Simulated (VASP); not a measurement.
Given:

```yaml
crystal:
  lattice:
    - [1.85124, -3.20403, 0.00000]
    - [1.85124, 3.20403, 0.00000]
    - [0.00000, 0.00000, 5.88262]
  atoms:
    - { symbol: Y, position: [0.33333, 0.66667, 0.25000] }
    - { symbol: Y, position: [0.68496, 0.35162, 0.75000] }
```

Level of theory: PW91 GGA, VASP's PBE PAW potentials (set 64) (plane waves; VASP 6.6.1). Settings: 400 eV cut-off, 10×10×6 Γ-centred mesh, first-order Methfessel-Paxton smearing of 0.10 eV, potentials Y_sv.

Estimate the energy per atom (σ→0), pressure, largest force, band gap (on the k-mesh) with the smallest direct gap where there is one.

```json
{
 "band gap (on the k-mesh)": "none (metal, semimetal or under 0.01 eV)",
 "energy per atom (σ→0)": "-616.7 kJ/mol of atoms",
 "pressure": "-2.67 GPa",
 "largest_force": "0.076 eV/Å"
}
```

Total energies compare only between runs with the same potentials, cut-off and functional.

The compound is Y in the hcp structure. The cell was not relaxed at this level, atoms are displaced from their ideal sites. The run is one of a series of settings (GGA = 91 against the base run), some of them coarse on purpose.
